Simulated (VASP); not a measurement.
An input for Ansatz (written as the equivalent of a VASP run, and not itself run):

Ansatz 0.2 input:
```yaml
crystal:
  lattice:
    - [3.6312580, 0.0000000, 0.0000000]
    - [-1.8156290, 3.1447620, 0.0000000]
    - [0.0000000, 0.0000000, 6.4809300]
  atoms:
    - { symbol: Ti, position: [0.0000000, 0.0000000, 0.0000000] }
    - { symbol: Se, position: [0.3333330, 0.6666670, 0.2399300] }
    - { symbol: Se, position: [0.6666670, 0.3333330, 0.7600700] }
kpoints:
  mp_grid: { grid: [7, 7, 4], shift: [0.5, 0.5, 0.5] }
hamiltonian:
  xc: pbe
  pseudopotentials: { kind: paw }
scf:
  occupations: { method: fermi_dirac, width: 0.1 }
  max_iter: 100
relax:
  max_steps: 50
  f_tol: 0.01
  cell: {}
output: { forces: true, stress: true, eigenvalues: true }
```

Question: Write the VASP files for the same calculation (PBE).

Answer: Several could match; the one computed here: 
**INCAR**
```
# general
SYSTEM =TiSe2
PREC   =Accurate
ENCUT  =300   # plane-wave cut-off (eV)
LREAL  =.FALSE.   # projection in real space or not
LASPH  =.TRUE.   # aspherical one-centre terms

# electronic loop
EDIFF  =1E-6
NELM   =100   # most electronic steps
ALGO   =Normal   # blocked Davidson
LMAXMIX=4

# smearing
ISMEAR =-1
SIGMA  =0.1   # width (eV)

# functional
GGA    =PE

# ions
IBRION =2   # conjugate gradients
NSW    =50   # most ionic steps
ISIF   =3   # ions, shape and volume
EDIFFG =-0.01   # ionic stop

# output
LWAVE  =.FALSE.
LCHARG =.FALSE.
```

**POSCAR**
```
TiSe2
1.0
  3.6312580000   0.0000000000   0.0000000000
 -1.8156290000   3.1447620000   0.0000000000
  0.0000000000   0.0000000000   6.4809300000
Ti Se
1 2
Cart
  0.0000000000   0.0000000000   0.0000000000
 -0.0000018156   2.0965090483   1.5549695349
  1.8156308156   1.0482529517   4.9259604651
```

File KPOINTS:
```
Automatic mesh
0
Gamma
7 7 4
0.5 0.5 0.5
```

POTCAR, in this order: Ti_sv Se (PBE.64 set). Program: vasp_std.

Limits of the translation: each code has its own PAW files, so the cut-off isn't converted (ENCUT is set for VASP's; basis.ecutwfc is left out, and Ansatz then takes the one that its files recommend); Ansatz stops its SCF on the density residual and VASP on the energy change (EDIFF).

The structure comes from a computed database's TiSe2 entry; how it stands against other phases isn't given here. This run relaxes it. Symmetry was kept, so distortions that lower it aren't found. The run is one of a series of settings (EDIFFG = -0.01, IBRION = 2, ISIF = 3, NSW = 50 against the base run), some of them coarse on purpose.
